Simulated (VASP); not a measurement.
Computed with vdW-DF2, VASP's PBE PAW potentials (set 64) (plane waves; VASP).

VASP ran on this input.

**KPOINTS**
```
K-points
0
Gamma
 7 7 4
```

File POSCAR:
```
ZnS
3.9347660
  0.4999999629  -0.8660253278   0.0000000000
  0.4999999629   0.8660253278   0.0000000000
  0.0000000000   0.0000000000   1.6414088596
Zn S
2 2
Cartesian
  0.4999999629  -0.2886756866   0.8212143861
  0.4999999629   0.2886756866   0.0005099564
  0.4999999629  -0.2886756866   1.4357227958
  0.4999999629   0.2886756866   0.6150183660
```

**INCAR**
```
AGGAC = 0.0
ALGO = Normal
EDIFF = 1E-7
ENCUT = 520
GGA = ML
ISIF = 2
ISMEAR = -5
LASPH = .TRUE.
LCHARG = .TRUE.
LEFG = .TRUE.
LMAXMIX = 4
LORBIT = 11
LREAL = .FALSE.
LUSE_VDW = .TRUE.
LWAVE = .FALSE.
NEDOS = 601
NELM = 100
PREC = Accurate
SYSTEM = ZnS
ZAB_VDW = -1.8867
```

POTCAR, in this order: Zn S (PBE.64 set). Program: vasp_std.

What will the output report for the number of irreducible k-points (NKPTS), largest plane-wave count, number of space-group operations, FFT grid (NGX, NGY, NGZ)?

number of irreducible k-points (NKPTS): 24
largest plane-wave count: 2364
number of space-group operations: 12
FFT grid (NGX, NGY, NGZ): 30 × 30 × 48

The compound is ZnS in the wurtzite structure, the high-temperature form. It was relaxed first, which changed the volume by +9 %.
